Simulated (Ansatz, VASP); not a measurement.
# Cross-check of GaAs between VASP and Ansatz

Wanted: the spread between two codes on one cell, functional and k mesh. The cell is taken from a series of runs on this material, whose earlier steps may have relaxed, scaled, displaced or heated it; both programs get it as it stands.

Program: Ansatz 0.2.0. Level of theory: plane waves, with VASP 6.6.1 beside it; zone-centre phonons at LDA. Results are calculated unless marked as measured.

**1. The structure**

The structure is cubic, space group F-43m (No. 216). Conventional cell: a = 5.603 Å, b = 5.603 Å, c = 5.603 Å, α = 90.00°, β = 90.00°, γ = 90.00°. Nearest to Ga lie 4 As at 2.43 Å. Nearest to As lie 4 Ga at 2.43 Å. Farther neighbours are not listed.

**2. VASP: zone-centre phonons, LDA**

Second derivatives magnify differences that forces hide, and they need a tight electronic threshold.

Lines of VASP's logs that name or quote its potential files are left out, and so is its time.

INCAR reads:

```
SYSTEM = GaAs
PREC = Accurate
ENCUT = 500
EDIFF = 1E-08
NELM = 120
ISMEAR = 0
SIGMA = 0.01
LREAL = .FALSE.
ALGO = Normal
GGA = PW92
NBANDS = 15
LORBIT = 11
LWAVE = .FALSE.
LCHARG = .FALSE.
ISIF = 2
IBRION = 8
LEPSILON = .TRUE.
LASPH = .TRUE.
GGA_COMPAT = .FALSE.
EFERMI = MIDGAP
KPAR = 2
```

POSCAR reads:

```
GaAs
1.0
    0.0000000000      2.8016813138      2.8016813138
    2.8016813138      0.0000000000      2.8016813138
    2.8016813138      2.8016813138      0.0000000000
Ga As
1 1
Direct
    0.0000000000      0.0000000000      0.0000000000
    0.2500000000      0.2500000000      0.2500000000
```

KPOINTS reads:

```
Automatic mesh
0
Gamma
20 20 20
0 0 0
```

The projector-augmented-wave data sets are Ga_d and As (LDA family, release 64).

The run is started by

```
> mpirun -np 2 vasp_std
```

Numbers of over 12 decimals in the logs are rounded to 6 here.

The log of the run:

```text
[banner, memory and clock lines left out]
running    2 mpi-ranks, on    1 nodes
 distrk:  each k-point on    1 cores,    2 groups
 distr:  one band on    1 cores,    1 groups

 POSCAR found type information on POSCAR GaAs
 POSCAR found :  2 types and       2 ions
|                                                                             |
|               ----> ADVICE to this user running VASP <----                  |
|                                                                             |
|     You enforced a specific xc type in the INCAR file but a different       |
|     [... a line on the potential file left out ...]
|     I HOPE YOU KNOW WHAT YOU ARE DOING!                                     |
|                                                                             |

 LDA part: xc-table for (Slater(with rela. corr.)+PW92), standard interpolation
 POSCAR, INCAR and KPOINTS ok, starting setup
 FFT: planning ... GRIDC
 FFT: planning ... GRID_SOFT
 FFT: planning ... GRID
 WAVECAR not read
 entering main loop
       N       E                     dE             d eps       ncg     rms          rms(c)
DAV:   1     0.818557158129E+02    0.81856E+02   -0.89141E+03  7814   0.162E+03
DAV:   2    -0.341087612135E+01   -0.85267E+02   -0.81458E+02  8695   0.314E+02
DAV:   3    -0.977014608521E+01   -0.63593E+01   -0.63362E+01  9374   0.690E+01
DAV:   4    -0.987080466511E+01   -0.10066E+00   -0.10064E+00  9247   0.968E+00
DAV:   5    -0.987226869350E+01   -0.14640E-02   -0.14640E-02  9873   0.104E+00    0.307E+00
DAV:   6    -0.968302328163E+01    0.18925E+00   -0.23016E-01 11814   0.882E+00    0.180E+00
DAV:   7    -0.964026338226E+01    0.42760E-01   -0.67630E-02 10973   0.202E+00    0.525E-01
DAV:   8    -0.963709071644E+01    0.31727E-02   -0.90946E-03  9766   0.111E+00    0.110E-01
DAV:   9    -0.963705931456E+01    0.31402E-04   -0.71483E-04  9495   0.338E-01    0.415E-02
DAV:  10    -0.963706391662E+01   -0.46021E-05   -0.41076E-05 12002   0.708E-02    0.217E-02
DAV:  11    -0.963706866371E+01   -0.47471E-05   -0.66189E-06  8891   0.403E-02    0.246E-03
DAV:  12    -0.963706855020E+01    0.11351E-06   -0.47256E-07 11077   0.100E-02    0.194E-03
DAV:  13    -0.963706855076E+01   -0.55616E-09   -0.68777E-08  9571   0.211E-03
   1 F= -.96370686E+01 E0= -.96370686E+01  d E =0.000000E+00
 Linear response reoptimize wavefunctions to high precision
DAV:   1    -0.963706855094E+01   -0.17735E-09   -0.12087E-09  7509   0.293E-04
DAV:   2    -0.963706855094E+01    0.90949E-12   -0.10533E-10  5688   0.107E-04
 Linear response G [H, r] |phi>, progress :
  Direction:   1
       N       E                     dE             d eps       ncg     rms
RMM:   1    -0.421829205979E+02   -0.42183E+02    0.22520E+02  8986   0.230E+02
RMM:   2    -0.525064177776E+02   -0.10323E+02   -0.35695E+01 15857   0.354E+01
RMM:   3    -0.535307608811E+02   -0.10243E+01   -0.25082E+00 15375   0.835E+00
RMM:   4    -0.535448640303E+02   -0.14103E-01   -0.10788E-01 16535   0.253E+00
RMM:   5    -0.535506347029E+02   -0.57707E-02    0.10380E-02 16603   0.618E-01
RMM:   6    -0.535522560865E+02   -0.16214E-02    0.88616E-03 17100   0.195E-01
RMM:   7    -0.535530605781E+02   -0.80449E-03    0.19531E-03 17260   0.657E-02
RMM:   8    -0.535532339225E+02   -0.17334E-03    0.38962E-04 17618   0.263E-02
RMM:   9    -0.535532770294E+02   -0.43107E-04   -0.18554E-05 17393   0.121E-02
RMM:  10    -0.535532953045E+02   -0.18275E-04   -0.19662E-04 16938   0.674E-03
RMM:  11    -0.535532825246E+02    0.12780E-04   -0.67863E-05 14978   0.448E-03
RMM:  12    -0.535532812059E+02    0.13187E-05   -0.54517E-05 13203   0.359E-03
RMM:  13    -0.535532784114E+02    0.27945E-05   -0.26491E-05 10983   0.321E-03
RMM:  14    -0.535532749226E+02    0.34889E-05    0.83636E-06 10012   0.303E-03
RMM:  15    -0.535532785677E+02   -0.36451E-05   -0.28033E-05  9581   0.296E-03
RMM:  16    -0.535532767543E+02    0.18134E-05   -0.99405E-06  9325   0.291E-03
RMM:  17    -0.535532762814E+02    0.47291E-06   -0.51013E-06  9203   0.290E-03
 Linear response G [H, r] |phi>, progress :
  Direction:   2
       N       E                     dE             d eps       ncg     rms
RMM:   1    -0.418080798879E+02   -0.41808E+02    0.19827E+02  9109   0.231E+02
RMM:   2    -0.555610754277E+02   -0.13753E+02   -0.28989E+01 15802   0.344E+01
RMM:   3    -0.571428359002E+02   -0.15818E+01   -0.23917E+00 15393   0.819E+00
RMM:   4    -0.571602581187E+02   -0.17422E-01   -0.78243E-02 16399   0.246E+00
RMM:   5    -0.571684244202E+02   -0.81663E-02    0.10288E-02 16411   0.601E-01
RMM:   6    -0.571700542859E+02   -0.16299E-02    0.91421E-03 16860   0.181E-01
RMM:   7    -0.571708882461E+02   -0.83396E-03    0.18061E-03 17066   0.605E-02
RMM:   8    -0.571710408856E+02   -0.15264E-03    0.43795E-04 17285   0.236E-02
RMM:   9    -0.571710604166E+02   -0.19531E-04    0.25991E-04 17152   0.109E-02
[...]
Linear response to external field (no local field effect), progress :
  Direction:   2
       N       E                     dE             d eps       ncg     rms          rms(c)
RMM:   1    -0.205083085422E+00   -0.20508E+00    0.84052E+00  8241   0.927E+00
RMM:   2    -0.224101094984E+01   -0.20359E+01   -0.24832E-02 14995   0.201E+00
RMM:   3    -0.225510655512E+01   -0.14096E-01   -0.33276E-02 16279   0.588E-01
[...]
RMM:  12    -0.171159134571E+01   -0.10807E-06    0.37860E-07 54525   0.181E-04    0.113E-05
RMM:  13    -0.171159107599E+01    0.26972E-06    0.35949E-07 30011   0.918E-05    0.259E-06
 change of polarisation eV/A/(eV/A) component  1 :     3.248     0.786     0.440
 dielectric tensor                  component  1 :    14.362     3.234     1.809
 Linear response to external field, progress :
  Direction:   2
       N       E                     dE             d eps       ncg     rms          rms(c)
RMM:   1    -0.175490990912E+00   -0.17549E+00    0.61817E+00 37584   0.825E+00
RMM:   2    -0.170246539003E+01   -0.15270E+01   -0.22858E-02 68063   0.183E+00    0.161E+00
RMM:   3    -0.166419423734E+01    0.38271E-01   -0.35357E-02 69707   0.107E+00    0.946E-01
RMM:   4    -0.170402903407E+01   -0.39835E-01   -0.36061E-02 69389   0.116E+00    0.114E-01
RMM:   5    -0.170680519976E+01   -0.27762E-02   -0.26956E-03 69105   0.329E-01    0.333E-02
RMM:   6    -0.171146225259E+01   -0.46571E-02   -0.18251E-04 71848   0.105E-01    0.183E-02
RMM:   7    -0.171132389618E+01    0.13836E-03   -0.13162E-05 69868   0.362E-02    0.247E-03
RMM:   8    -0.171164928873E+01   -0.32539E-03    0.41658E-06 72437   0.113E-02    0.823E-04
RMM:   9    -0.171161136966E+01    0.37919E-04    0.13173E-06 74578   0.378E-03    0.404E-04
RMM:  10    -0.171159901001E+01    0.12360E-04    0.74432E-07 72762   0.119E-03    0.159E-04
RMM:  11    -0.171158846567E+01    0.10544E-04    0.18641E-07 74164   0.484E-04    0.118E-05
RMM:  12    -0.171158860320E+01   -0.13753E-06   -0.74484E-08 54503   0.181E-04    0.113E-05
RMM:  13    -0.171158833445E+01    0.26875E-06   -0.11940E-07 30015   0.919E-05    0.266E-06
 change of polarisation eV/A/(eV/A) component  2 :     0.597     3.248     0.483
 dielectric tensor                  component  2 :     2.455    14.362     1.986
 Linear response to external field, progress :
  Direction:   3
       N       E                     dE             d eps       ncg     rms          rms(c)
RMM:   1    -0.174903965087E+00   -0.17490E+00    0.61875E+00 37582   0.825E+00
RMM:   2    -0.170239956827E+01   -0.15275E+01   -0.22382E-02 68065   0.183E+00    0.161E+00
RMM:   3    -0.166419236834E+01    0.38207E-01   -0.35315E-02 69708   0.107E+00    0.946E-01
RMM:   4    -0.170402199840E+01   -0.39830E-01   -0.36065E-02 69388   0.116E+00    0.114E-01
RMM:   5    -0.170681262132E+01   -0.27906E-02   -0.26986E-03 69111   0.329E-01    0.332E-02
RMM:   6    -0.171146297245E+01   -0.46504E-02   -0.18256E-04 71840   0.105E-01    0.183E-02
RMM:   7    -0.171132379091E+01    0.13918E-03   -0.13288E-05 69873   0.362E-02    0.248E-03
RMM:   8    -0.171164939141E+01   -0.32560E-03    0.42215E-06 72410   0.113E-02    0.824E-04
RMM:   9    -0.171161141421E+01    0.37977E-04    0.13604E-06 74575   0.379E-03    0.405E-04
RMM:  10    -0.171159908426E+01    0.12330E-04    0.78278E-07 72753   0.119E-03    0.159E-04
RMM:  11    -0.171158852227E+01    0.10562E-04    0.19508E-07 74179   0.484E-04    0.119E-05
RMM:  12    -0.171158865396E+01   -0.13170E-06   -0.78471E-08 54571   0.182E-04    0.113E-05
RMM:  13    -0.171158838686E+01    0.26710E-06   -0.12736E-07 30111   0.919E-05    0.266E-06
 change of polarisation eV/A/(eV/A) component  3 :     0.515     0.711     3.248
 dielectric tensor                  component  3 :     2.119     2.926    14.362
 Linear response DOF=           2
 Linear response progress:
  Degree of freedom:   1/  2
       N       E                     dE             d eps       ncg     rms          rms(c)
RMM:   1    -0.167238950877E+00   -0.16724E+00    0.10938E-01 44264   0.856E+00
RMM:   2    -0.165386337656E+00    0.18526E-02   -0.24792E-02 67282   0.138E+00    0.443E-02
RMM:   3    -0.165739655393E+00   -0.35332E-03   -0.36355E-03 70175   0.420E-01    0.279E-02
RMM:   4    -0.165636175329E+00    0.10348E-03   -0.18375E-03 74334   0.183E-01    0.100E-02
RMM:   5    -0.165612566305E+00    0.23609E-04   -0.25550E-05 72725   0.424E-02    0.367E-03
RMM:   6    -0.165614227563E+00   -0.16613E-05    0.35658E-07 72331   0.150E-02    0.571E-04
RMM:   7    -0.165609962068E+00    0.42655E-05    0.38062E-06 71884   0.621E-03    0.303E-04
RMM:   8    -0.165611164457E+00   -0.12024E-05    0.24607E-06 72938   0.263E-03    0.905E-05
RMM:   9    -0.165612002600E+00   -0.83814E-06    0.16903E-06 72192   0.113E-03    0.265E-05
RMM:  10    -0.165612222016E+00   -0.21942E-06    0.56603E-07 74091   0.516E-04    0.144E-05
RMM:  11    -0.165612266684E+00   -0.44668E-07    0.42298E-07 70744   0.239E-04    0.608E-06
RMM:  12    -0.165612256152E+00    0.10532E-07    0.22558E-07 72811   0.125E-04    0.283E-06
RMM:  13    -0.165612291620E+00   -0.35468E-07    0.14608E-07 73314   0.725E-05    0.797E-07
RMM:  14    -0.165612306308E+00   -0.14688E-07    0.72121E-08 73924   0.465E-05    0.297E-07
RMM:  15    -0.165612308186E+00   -0.18777E-08    0.43018E-08 57944   0.343E-05    0.196E-07
 first order change of Fermi-energy  -0.10494E+01
 force on displaced ion       1 direction 1 :  -9.750   0.000   0.000
 Born effective charge ion    1 direction 1 :   2.046   0.000   0.000
 Linear response progress:
  Degree of freedom:   2/  2
       N       E                     dE             d eps       ncg     rms          rms(c)
RMM:   1    -0.452375844769E-01   -0.45238E-01    0.60864E-02 79332   0.154E+00
RMM:   2    -0.444603878889E-01    0.77720E-03   -0.43956E-03 62630   0.414E-01    0.828E-02
RMM:   3    -0.444168749561E-01    0.43513E-04   -0.39679E-04 70475   0.132E-01    0.455E-02
RMM:   4    -0.445767150475E-01   -0.15984E-03   -0.48773E-05 69449   0.573E-02    0.412E-03
RMM:   5    -0.445802511523E-01   -0.35361E-05   -0.34057E-06 72524   0.174E-02    0.236E-03
RMM:   6    -0.445683303563E-01    0.11921E-04   -0.93835E-07 69449   0.532E-03    0.674E-04
RMM:   7    -0.445682571484E-01    0.73208E-07   -0.21163E-07 72043   0.192E-03    0.325E-04
RMM:   8    -0.445668898697E-01    0.13673E-05   -0.69340E-08 70240   0.742E-04    0.402E-05
RMM:   9    -0.445668082265E-01    0.81643E-07   -0.11109E-08 73578   0.261E-04    0.150E-05
RMM:  10    -0.445667358947E-01    0.72332E-07   -0.81477E-09 70128   0.103E-04    0.478E-06
RMM:  11    -0.445667325888E-01    0.33059E-08   -0.92016E-09 70440   0.461E-05    0.137E-06
 first order change of Fermi-energy   0.10496E+01
 force on displaced ion       2 direction 1 :  -9.703   0.000   0.000
 Born effective charge ion    2 direction 1 :  -2.052   0.000   0.000
 Born effective charges drift removed
 Linear response finished
```

Parts of OUTCAR (step 2):

```text
ion  position               nearest neighbor table
   1  0.000  0.000  0.000-   2 2.43   2 2.43   2 2.43   2 2.43
   2  0.250  0.250  0.250-   1 2.43   1 2.43   1 2.43   1 2.43

  LATTYP: Found a face centered cubic cell.
 ALAT       =     5.6033626276

 Subroutine GETGRP returns: Found 24 space group operations
 (whereof 24 operations were pure point group operations)

The static configuration has the point symmetry T_d .

 Found    256 irreducible k-points:

   k-points           NKPTS =    256   k-points in BZ     NKDIM =    256   number of bands    NBANDS=     15

   dimension x,y,z NGX =    30 NGY =   30 NGZ =   30
   dimension x,y,z NGXF=    60 NGYF=   60 NGZF=   60

   ENCUT  =  500.0 eV  36.75 Ry    6.06 a.u.   7.22  7.22  7.22*2*pi/ulx,y,z

   NELECT =      18.0000    total number of electrons

 k-points in reciprocal lattice and weights: Automatic mesh
   0.00000000  0.00000000  0.00000000       0.000
   0.05000000  0.00000000  0.00000000       0.001
   0.10000000  0.00000000  0.00000000       0.001
   0.15000000  0.00000000  0.00000000       0.001
   0.20000000  0.00000000  0.00000000       0.001
   0.25000000  0.00000000  0.00000000       0.001
   0.30000000  0.00000000  0.00000000       0.001
   0.35000000  0.00000000  0.00000000       0.001
   0.40000000  0.00000000  0.00000000       0.001
[...]
-0.30000000  0.50000000  0.20000000       0.002
  -0.25000000  0.50000000  0.25000000       0.001

 average (electrostatic) potential at core
       1 -67.3092       2 -53.5608

  Total        0.0752936      0.0752936      0.0752936     -0.0000000      0.0000000     -0.0000000
  in kB        2.7427266      2.7427266      2.7427266     -0.0000000      0.0000000     -0.0000000
  external PRESSURE =       2.7427266 kB  Pullay stress =       0.0000000 kB

  energy-cutoff  :      500.00
  volume of cell :       43.98
      direct lattice vectors                 reciprocal lattice vectors
     0.000000000  2.801681314  2.801681314    -0.178464266  0.178464266  0.178464266
     2.801681314  0.000000000  2.801681314     0.178464266 -0.178464266  0.178464266
     2.801681314  2.801681314  0.000000000     0.178464266  0.178464266 -0.178464266

 POSITION                                       TOTAL-FORCE (eV/Angst)
 -----------------------------------------------------------------------------------
      0.00000      0.00000      0.00000         0.000000     -0.000000     -0.000000
      1.40084      1.40084      1.40084         0.000000      0.000000      0.000000
 -----------------------------------------------------------------------------------
    total drift:                               -0.000001     -0.000001     -0.000000

 MACROSCOPIC STATIC DIELECTRIC TENSOR (including local field effects in DFT)
 ------------------------------------------------------
          14.362075    -0.000000     0.000000
           0.000000    14.362075     0.000000
          -0.000000    -0.000000    14.362075
 ------------------------------------------------------

 PIEZOELECTRIC TENSOR (including local field effects)  for field in x, y, z        (C/m^2)
          XX          YY          ZZ          XY          YZ          ZX
  --------------------------------------------------------------------------------
  x    -0.00000     0.00000     0.00000     0.00000    -0.78459     0.00000
  y    -0.00000     0.00000    -0.00000     0.00000     0.00000    -0.78459
  z     0.00000     0.00000    -0.00000    -0.78459     0.00000     0.00000

 BORN EFFECTIVE CHARGES (including local field effects) (in |e|, cummulative output)
 ---------------------------------------------------------------------------------
 ion    1
    1     2.04528     0.00000     0.00000
    2     0.00000     2.04528     0.00000
    3     0.00000     0.00000     2.04528
 ion    2
    1    -2.04528     0.00000     0.00000
    2     0.00000    -2.04528     0.00000
    3     0.00000     0.00000    -2.04528

 Eigenvectors and eigenvalues of the dynamical matrix
 ----------------------------------------------------

   1 f  =    8.113556 THz    50.978973 2PiTHz  270.639082 cm-1    33.554955 meV
             X         Y         Z           dx          dy          dz
      0.000000  0.000000  0.000000     0.720530   -0.000000    0.000000
      1.400841  1.400841  1.400841    -0.693424    0.000000    0.000000

   2 f  =    8.113556 THz    50.978973 2PiTHz  270.639082 cm-1    33.554955 meV
             X         Y         Z           dx          dy          dz
      0.000000  0.000000  0.000000    -0.000000   -0.720530   -0.000000
      1.400841  1.400841  1.400841     0.000000    0.693424    0.000000

   3 f  =    8.113556 THz    50.978973 2PiTHz  270.639082 cm-1    33.554955 meV
             X         Y         Z           dx          dy          dz
      0.000000  0.000000  0.000000     0.000000   -0.000000    0.720530
      1.400841  1.400841  1.400841     0.000000    0.000000   -0.693424

   4 f/i=    0.009672 THz     0.060772 2PiTHz    0.322628 cm-1     0.040001 meV
             X         Y         Z           dx          dy          dz
      0.000000  0.000000  0.000000    -0.648086   -0.246142    0.015341
      1.400841  1.400841  1.400841    -0.673419   -0.255764    0.015941

   5 f/i=    0.009672 THz     0.060772 2PiTHz    0.322628 cm-1     0.040001 meV
             X         Y         Z           dx          dy          dz
      0.000000  0.000000  0.000000     0.240128   -0.619974    0.196998
      1.400841  1.400841  1.400841     0.249515   -0.644208    0.204699

   6 f/i=    0.009672 THz     0.060772 2PiTHz    0.322628 cm-1     0.040001 meV
             X         Y         Z           dx          dy          dz
      0.000000  0.000000  0.000000     0.056212   -0.189431   -0.664675
      1.400841  1.400841  1.400841     0.058409   -0.196835   -0.690657

 MACROSCOPIC STATIC DIELECTRIC TENSOR IONIC CONTRIBUTION
 ------------------------------------------------------
           1.769363     0.000000     0.000000
           0.000000     1.769363     0.000000
           0.000000     0.000000     1.769363
 ------------------------------------------------------

 ELASTIC MODULI CONTR FROM IONIC RELAXATION (kBar)
 Direction    XX          YY          ZZ          XY          YZ          ZX
 --------------------------------------------------------------------------------
 XX          -0.0000      0.0000      0.0000     -0.0000      0.0000      0.0000
 YY           0.0000     -0.0000      0.0000     -0.0000     -0.0000      0.0000
 ZZ           0.0000      0.0000     -0.0000      0.0000     -0.0000      0.0000
 XY          -0.0000     -0.0000      0.0000   -205.7548      0.0000      0.0000
 YZ           0.0000     -0.0000     -0.0000      0.0000   -205.7548      0.0000
 ZX           0.0000      0.0000      0.0000      0.0000      0.0000   -205.7548
 --------------------------------------------------------------------------------

 PIEZOELECTRIC TENSOR IONIC CONTR  for field in x, y, z        (C/m^2)
          XX          YY          ZZ          XY          YZ          ZX
  --------------------------------------------------------------------------------
  x    -0.00000     0.00000     0.00000     0.00000     0.56775     0.00000
  y    -0.00000    -0.00000    -0.00000     0.00000     0.00000     0.56775
  z     0.00000     0.00000    -0.00000     0.56775     0.00000     0.00000
```

With a direct gap this small, the dielectric response converges slowly with the mesh, so tensor and charges are uncertain; a mesh that holds the point of the least gap tends to give too large a tensor.

(Continued in part 2 of 2.)

[Lines on the potential files, build, host, timing and source positions are cut from VASP's logs without a mark.]

[Logs are printed without paths, hosts, clocks, repeated set-up lines and the standing remarks that a program may print on its own settings, such as how far it seeks lower states.]

[Hosts, paths, dates, database ids (printed as entryN), source tags and the programs' standing remarks are cut or masked in the printed files.]
